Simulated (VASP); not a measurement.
A run of VASP 6.6.1 is set up as follows.

The input run.py:

```python
from ase.calculators.vasp import Vasp
from ase.dft.bandgap import bandgap
from ase.io import read

atoms = read('Rb2Re.xyz')
calc = Vasp(
    directory='calc',
    xc='vdw-df2',
    pp='PBE',
    setups='recommended',
    prec='Accurate',
    encut=520,
    ediff=1e-06,
    ismear=0,
    sigma=0.1,
    lreal=False,
    lasph=True,
    nelm=100,
    algo='Normal',
    isif=2,
    lwave=False,
    lcharg=False,
    kpts=[6, 6, 7],
    gamma=True,
)
atoms.calc = calc

print('energy (eV):', atoms.get_potential_energy())
print('free energy (eV):', atoms.get_potential_energy(force_consistent=True))
print('forces (eV/A):')
print(atoms.get_forces())
print('stress (eV/A^3, Voigt):', atoms.get_stress())
print('Fermi level (eV):', calc.get_fermi_level())
gap, top, bottom = bandgap(calc)
print('band gap (eV):', gap, 'from (spin, k, band)', top, 'to', bottom)
```

File Rb2Re.xyz:

```xyz
3
Lattice="4.9921151800 0.0000000000 0.0000000000 0.0000000000 4.9921151800 0.0000000000 0.0000000000 0.0000000000 4.1286230400" Properties=species:S:1:pos:R:3 pbc="T T T"
Rb     2.4960575900      0.0000000000      3.2028805571
Rb     0.0000000000      2.4960575900      3.2028805571
Re     0.0000000000      0.0000000000      1.4295979459
```

Potentials or basis: VASP PAW PBE potentials, release 64 (Rb_sv, Re).

The run is started by

```bash
$ python run.py
```

(1) Estimate the band gap on the k mesh.

(2) What does it give for the pressure?

Answers

(1) none (metal or under the smearing width).

(2) 7.0 GPa.

Caveat: the PAW data sets were made with another functional, which shifts forces and pressure a little.
